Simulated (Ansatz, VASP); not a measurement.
# Sb2Pt (Geversite) in two plane-wave programs, part 3 of 3

Wanted: the spread between two codes on one cell, functional and k mesh. The cell is taken from a series of VASP runs on this material, whose earlier steps may have relaxed, scaled or displaced it; both programs get it as it stands. Valence electrons are named where the data sets of a main pair hold unlike numbers.

VASP 6.6.1 and Ansatz 0.2.0.

So far. Step 6 (Ansatz: single point, r2SCAN with D3(BJ)): The run ends at a pressure of 0.07 GPa, with forces up to 0.019 eV/Å. Step 7 (VASP: single point, r2SCAN with D3(BJ)): The run ends at a pressure of -0.09 GPa, with forces up to 0.013 eV/Å.

### 10. VASP: electric field gradients, r2SCAN with D3(BJ)

Level of this step: r2SCAN with D3(BJ); plane waves and PAW (Pt, Sb) (VASP).

Field gradients test the density near the nuclei, where the PAW reconstruction matters most.

INCAR reads:

```
SYSTEM = Sb2Pt
PREC = Accurate
ENCUT = 400
EDIFF = 1E-07
NELM = 100
ISMEAR = 0
SIGMA = 0.05
LREAL = .FALSE.
ALGO = Normal
METAGGA = R2SCAN
IVDW = 12
VDW_S6 = 1
VDW_S8 = 0.78981345
VDW_A1 = 0.49484001
VDW_A2 = 5.73083694
LASPH = .TRUE.
NBANDS = 52
LORBIT = 11
LWAVE = .FALSE.
LCHARG = .FALSE.
KPAR = 4
LEFG = .TRUE.
```

POSCAR reads:

```
Sb2Pt
1.0
    6.4662014977      0.0000000000      0.0000000000
    0.0000000000      6.4662014977      0.0000000000
    0.0000000000      0.0000000000      6.4662014977
Pt Sb
4 8
Direct
    0.0000000000      0.5000000000      0.5000000000
    0.5000000000      0.5000000000      0.0000000000
    0.5000000000      0.0000000000      0.5000000000
    0.0000000000      0.0000000000      0.0000000000
    0.3752714340      0.1247285660      0.8752714340
    0.1247285660      0.8752714340      0.3752714340
    0.8752714340      0.3752714340      0.1247285660
    0.6247285660      0.6247285660      0.6247285660
    0.6247285660      0.8752714340      0.1247285660
    0.8752714340      0.1247285660      0.6247285660
    0.1247285660      0.6247285660      0.8752714340
    0.3752714340      0.3752714340      0.3752714340
```

KPOINTS reads:

```
Automatic mesh
0
Gamma
4 4 4
0 0 0
```

PAW data sets: Pt and Sb (PBE family, release 64).

Command:

```console
$ mpirun -np 4 vasp_std
```

Numbers of over 12 decimals in the logs are rounded to 6 here.

What it wrote:

```text
[... set-up lines as in an earlier step ...]
 entering main loop
       N       E                     dE             d eps       ncg     rms          rms(c)
DAV:   1     0.690436857108E+02    0.69044E+02   -0.27563E+04  1144   0.110E+03
DAV:   2    -0.406684221880E+03   -0.47573E+03   -0.44954E+03  1360   0.228E+02
DAV:   3    -0.435359522851E+03   -0.28675E+02   -0.27951E+02  1348   0.606E+01
DAV:   4    -0.435917973034E+03   -0.55845E+00   -0.55395E+00  1332   0.881E+00
[...]
DAV:  14    -0.418084545075E+03    0.70948E-06   -0.17843E-06  1348   0.720E-03    0.336E-03
DAV:  15    -0.418084544872E+03    0.20260E-06   -0.30884E-07   904   0.327E-03    0.807E-04
DAV:  16    -0.418084544928E+03   -0.55588E-07   -0.20813E-08   616   0.654E-04
ion   1
     0.0000000    -1.6417921    -1.6417921    -0.0000000     1.6417921     0.0000000
     0.0000674    -1.6417921    -1.6417921    -0.0000000     1.6417921     0.0000000
     0.0000928    -1.6417921    -1.6417921    -0.0000000     1.6417921     0.0000000
     0.0001278    -1.6417921    -1.6417921    -0.0000000     1.6417921     0.0000000
[...]
0.0000000   -25.9873246    25.9873246    -0.0000000    25.9873246    -0.0000000
     0.0000576   -25.9822514    25.9822514    -0.0000000    25.9822514    -0.0000000
     0.0000793   -25.9795544    25.9795544    -0.0000000    25.9795544    -0.0000000
     0.0001092   -25.9752643    25.9752643    -0.0000000    25.9752643    -0.0000000
     0.0001504   -25.9684688    25.9684688    -0.0000000    25.9684688    -0.0000000

ion  12
     0.0000000    -0.3146211    -0.3146211    -0.0000000    -0.3146211     0.0000000
     0.0000576    -0.3146211    -0.3146211    -0.0000000    -0.3146211     0.0000000
     0.0000793    -0.3146211    -0.3146211    -0.0000000    -0.3146211     0.0000000
     0.0001092    -0.3146211    -0.3146211    -0.0000000    -0.3146211     0.0000000
     0.0001504    -0.3146211    -0.3146211    -0.0000000    -0.3146211     0.0000000

     0.0000000   -25.9873246   -25.9873246    -0.0000000   -25.9873246     0.0000000
     0.0000576   -25.9822514   -25.9822514    -0.0000000   -25.9822514     0.0000000
     0.0000793   -25.9795544   -25.9795544    -0.0000000   -25.9795544     0.0000000
     0.0001092   -25.9752643   -25.9752643    -0.0000000   -25.9752643     0.0000000
     0.0001504   -25.9684688   -25.9684688    -0.0000000   -25.9684688     0.0000000

   1 F= -.42142470E+03 E0= -.42142237E+03  d E =-.466142E-02
```

From OUTCAR (step 10):

```text
 Edisp (eV)   -3.34016

  Total       0.02177     0.02177     0.02177    -0.00000     0.00000     0.00000
  in kB       0.12900     0.12900     0.12900    -0.00000     0.00000     0.00000
  external pressure =        0.13 kB  Pullay stress =        0.00 kB

 POSITION                                       TOTAL-FORCE (eV/Angst)
 -----------------------------------------------------------------------------------
      0.00000      3.23310      3.23310        -0.000000     -0.000000      0.000000
      3.23310      3.23310      0.00000        -0.000000     -0.000000      0.000000
      3.23310      0.00000      3.23310        -0.000000     -0.000000      0.000000
      0.00000      0.00000      0.00000        -0.000000     -0.000000      0.000000
      2.42658      0.80652      5.65968         0.001511     -0.001511      0.001511
      0.80652      5.65968      2.42658        -0.001511      0.001511      0.001511
      5.65968      2.42658      0.80652         0.001511      0.001511     -0.001511
      4.03962      4.03962      4.03962        -0.001511     -0.001511     -0.001511
      4.03962      5.65968      0.80652        -0.001511      0.001511     -0.001511
      5.65968      0.80652      4.03962         0.001511     -0.001511     -0.001511
      0.80652      4.03962      5.65968        -0.001511     -0.001511      0.001511
      2.42658      2.42658      2.42658         0.001511      0.001511      0.001511
 -----------------------------------------------------------------------------------
    total drift:                                0.000000     -0.000000     -0.000000

  FREE ENERGIE OF THE ION-ELECTRON SYSTEM (eV)
  ---------------------------------------------------
  free  energy   TOTEN  =      -421.4247037814 eV

  energy  without entropy=     -421.4200423625  energy(sigma->0) =     -421.42237307

[... 1 part as in an earlier step ...]

[... 2 further parts left out ...]
[key lines of the parts left out:]
E-fermi :   9.1196
```

The gap is under twice the smearing width, so the edge states are partly filled and the run can't tell a small gap from a semimetal.

### 11. Ansatz: electric field gradients, r2SCAN with D3(BJ)

The same cell, functional, mesh and smearing now go to Ansatz, which takes its cutoff from its data sets.

The cell is taken from a series of VASP runs on this material, whose earlier steps may have relaxed, scaled or displaced it; both programs get it as it stands.

input.yaml reads:

```yaml
crystal:
  lattice:
    - [6.4662014977, 0.0, 0.0]
    - [0.0, 6.4662014977, 0.0]
    - [0.0, 0.0, 6.4662014977]
  atoms:
    - { symbol: Pt, position: [0.0, 0.5, 0.5] }
    - { symbol: Pt, position: [0.5, 0.5, 0.0] }
    - { symbol: Pt, position: [0.5, 0.0, 0.5] }
    - { symbol: Pt, position: [0.0, 0.0, 0.0] }
    - { symbol: Sb, position: [0.375271434, 0.124728566, 0.875271434] }
    - { symbol: Sb, position: [0.124728566, 0.875271434, 0.375271434] }
    - { symbol: Sb, position: [0.875271434, 0.375271434, 0.124728566] }
    - { symbol: Sb, position: [0.624728566, 0.624728566, 0.624728566] }
    - { symbol: Sb, position: [0.624728566, 0.875271434, 0.124728566] }
    - { symbol: Sb, position: [0.875271434, 0.124728566, 0.624728566] }
    - { symbol: Sb, position: [0.124728566, 0.624728566, 0.875271434] }
    - { symbol: Sb, position: [0.375271434, 0.375271434, 0.375271434] }
hamiltonian:
  xc: r2scan
  pseudopotentials: { kind: paw }
  dispersion: d3bj
kpoints:
  mp_grid: { grid: [4, 4, 4] }
scf:
  occupations: { method: gaussian, width: 0.05 }
  n_extra_bands: 7
output:
  forces: true
  stress: true
  eigenvalues: true
  efg: {}
  write_density: true
  write_potential: true
  elf: true
  volumetric_format: npy
```

Command:

```console
$ ansatz run input.yaml --threads 4 --pin off --max-ram 9216MiB --backend cpu --events-out ev --progress --plain --runs-dir out
```

What it wrote:

```text
[...]
Sb, Pt: output.efg is read without spin–orbit coupling, which moves field gradients at and beside such atoms by some per cent and up to a factor of two; PAW files take it under magnetization.noncollinear and magnetization.spin_orbit
[...]
Crystal: 12 atoms, lattice volume = 270.363 Å³
[...]
k-point 0: bands = [... 92 lower, 12.3192, 13.7141, 13.7141, 13.7141, 14.3334, 14.3334, 14.3334, 15.3761, ... 3 higher]
  k-point 1: bands = [... 92 lower, 12.6144, 13.2758, 13.3839, 14.2918, 14.6017, 14.6368, 14.7336, 15.6930, ... 3 higher]
  k-point 2: bands = [... 92 lower, 12.7422, 12.7422, 13.5350, 13.5350, 15.1570, 15.1570, 15.9354, 15.9354, ... 3 higher]
  k-point 10: bands = [... 92 lower, 13.5526, 13.5526, 13.5526, 13.5526, 14.3419, 14.3419, 14.3419, 14.3419, ... 3 higher]
[key lines of the parts left out:]
SCF converged after 8 iterations
Free energy (F): -102149.842953 eV
Fermi energy:    14.312746 eV
P = ⅓ Tr σ = 0.1592 GPa (1.592 kbar)
```

Elapsed: 15 s, on 4 threads of Arm Neoverse V2, shared host; peak memory 1.6 GiB; 55 s of CPU time.

The run ends at a pressure of 0.16 GPa, with forces up to 0.034 eV/Å.

### 12. Comparison

What differs besides the data sets and the points named for the pairs above, as far as they apply: Ansatz adds the response of the frozen cores to the gradients, VASP leaves it out; the data sets hold 192 valence electrons in Ansatz (on its default PAW (the set named soft_2) files) and 80 in VASP. Total energies have different zeros and are not compared.

Compared:

```
          quantity  Ansatz   VASP  difference
    pressure (GPa)    0.16   0.01       +0.15
 Vzz at Pt1 (V/Å²)   -71.8  -28.2       -43.7
 Vzz at Pt2 (V/Å²)   -71.8  -28.2       -43.7
 Vzz at Pt3 (V/Å²)   -71.8  -28.2       -43.7
 Vzz at Pt4 (V/Å²)   -71.8  -28.2       -43.7
 Vzz at Sb5 (V/Å²)    62.8   56.5        +6.3
 Vzz at Sb6 (V/Å²)    62.8   56.5        +6.3
 Vzz at Sb7 (V/Å²)    62.8   56.5        +6.3
 Vzz at Sb8 (V/Å²)    62.8   56.5        +6.3
 Vzz at Sb9 (V/Å²)    62.8   56.5        +6.3
Vzz at Sb10 (V/Å²)    62.8   56.5        +6.3
```

At this near-relaxed geometry the largest component of a force difference is 18 meV/Å.

### 13. Other set-ups

Further runs change the set-up of one program: Ansatz's method, potentials or start, or VASP's data sets, cutoff or form of LDA. The table gives Ansatz less VASP for each quantity, since a change that brings one quantity closer may part another.

```
                                    run  r.m.s. force difference (meV/Å)  pressure (GPa)  Vzz at Pt1 (V/Å²)  Vzz at Pt2 (V/Å²)  Vzz at Pt3 (V/Å²)  Vzz at Pt4 (V/Å²)
                               as above                               15            0.15                -44                -44                -44                -44
                   cores kept as stored                               14            0.15                -24                -24                -24                -24
Ansatz's larger PAW set (cutoff 900 eV)                               16            0.16                -31                -31                -31                -31
```

### 14. What came out

| Quantity | Value |
| --- | --- |
| r.m.s. force difference (band structure, r2SCAN with D3(BJ)) | 15 meV/Å |
| r.m.s. force difference (single point, r2SCAN with D3(BJ)) | 15 meV/Å |
| r.m.s. force difference (electric field gradients, r2SCAN with D3(BJ)) | 15 meV/Å |
| difference in Vzz at Pt1 (electric field gradients, r2SCAN with D3(BJ)) | -44 V/Å² |

The r.m.s. force difference is 15 meV/Å (single point, r2SCAN with D3(BJ)), beyond the 12 meV/Å picked in this series as the mark of a large difference. The data sets hold unlike numbers of valence electrons (192 in Ansatz and 80 in VASP), so part of the differences comes from the potentials. Band structure, r2SCAN with D3(BJ), cores kept as stored: the difference in gap over the path points goes from -0.0013 to -5.0e-4 eV. Band structure, r2SCAN with D3(BJ), Ansatz's larger PAW set (cutoff 900 eV): the difference in gap over the path points goes from -0.0013 to 0.0038 eV. For single point, r2SCAN with D3(BJ), no further run moves any of the tabulated differences by more than a quarter of its size. By the marks of this series, far apart in the electric field gradients, r2SCAN with D3(BJ) pair: the r.m.s. force difference, 15 meV/Å and the difference in Vzz at Pt1, -44 V/Å². Electric field gradients, r2SCAN with D3(BJ), cores kept as stored: the difference in Vzz at Pt1 goes from -44 to -24 V/Å²; the difference in Vzz at Pt2 goes from -44 to -24 V/Å²; the difference in Vzz at Pt3 goes from -44 to -24 V/Å²; the difference in Vzz at Pt4 goes from -44 to -24 V/Å². 5 further runs of this series are not shown here. How closely two codes agree says nothing of how well the functional describes the real material.

[Lines on the potential files, build, host, timing and source positions are cut from VASP's logs without a mark.]

[Logs are printed without paths, hosts, clocks, repeated set-up lines and the standing remarks that a program may print on its own settings, such as how far it seeks lower states.]

[Hosts, paths, dates, database ids (printed as entryN), source tags and the programs' standing remarks are cut or masked in the printed files.]
